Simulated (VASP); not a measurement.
Crystal: Be3Te2Se.

```
Be Te Se
1.0
     3.31274    0.00000    0.00000
     0.00000    3.31274    0.00000
     0.00000    0.00000   10.15364
Be Te Se
3 2 1
Cartesian
  1.6564 1.6564 1.8452
  1.6564 1.6564 5.0768
  1.6564 1.6564 8.3084
  0.0000 0.0000 3.4449
  0.0000 0.0000 6.7087
  0.0000 0.0000 0.0000
```

The cell was built by a generator and needn't be a form met in nature.

```yaml
Program: VASP 6.6.1
Task: relaxation of cell and atoms
Functional: PBE
Potentials_or_basis: VASP PAW PBE potentials, release 64 (Be, Te, Se)
Cutoff: 520 eV
k_mesh: 4 × 4 × 2
Occupations: gaussian, width 0.15 eV
Spin: no spin polarisation
```

At the start: pressure -3.1 GPa; volume 18.57 Å³/atom.

**Question.** How do energy, volume and symmetry change on relaxing?

**Answer.** Over 19 steps the energy falls by 209.6 meV/atom and the volume is 18.13 Å³/atom (-2.4 %); space group P4/mmm (No. 123, to 0.05 Å).

The path:
```csv
step,energy change (eV),largest force (eV/Å),pressure (GPa),volume (Å³)
1,0.0000,0.5983,-3.10,111.43
2,-0.1229,0.7318,-0.07,105.73
3,-0.1364,0.7901,1.49,103.42
4,-0.2349,0.7981,1.37,103.22
5,-0.4736,0.7084,1.69,102.61
6,-0.8017,0.9313,2.77,101.38
7,8.3382,26.7927,26.62,98.86
8,-0.8245,0.9386,3.01,101.34
9,-0.8556,1.1887,3.98,100.96
10,-0.8601,1.0812,3.65,101.10
11,-0.9543,1.0923,2.22,103.44
12,-0.9728,1.0773,1.80,104.91
13,-1.0529,0.9530,0.68,106.53
14,-1.1500,0.5856,-2.14,111.44
15,-1.2182,0.3735,-1.27,110.22
16,-1.2538,0.0800,0.49,108.21
17,-1.2556,0.0269,0.19,108.60
18,-1.2557,0.0135,0.14,108.55
19,-1.2576,0.0611,-0.09,108.80
```

Final structure:
```cif
data_structure
_symmetry_space_group_name_H-M 'P 1'
_symmetry_Int_Tables_number 1
_cell_length_a 3.1838
_cell_length_b 3.1838
_cell_length_c 10.7337
_cell_angle_alpha 90.000
_cell_angle_beta 90.000
_cell_angle_gamma 90.000
_cell_volume 108.80
loop_
_atom_site_label
_atom_site_type_symbol
_atom_site_fract_x
_atom_site_fract_y
_atom_site_fract_z
_atom_site_occupancy
Be1 Be 0.50000 0.50000 0.09973 1
Be2 Be 0.50000 0.50000 0.50000 1
Be3 Be 0.50000 0.50000 0.90027 1
Te1 Te 0.00000 0.00000 0.32642 1
Te2 Te 0.00000 0.00000 0.67358 1
Se1 Se 0.00000 0.00000 0.00000 1
```

Caveat: the k mesh is coarse (spacing up to 0.47 Å⁻¹), so the values aren't converged.
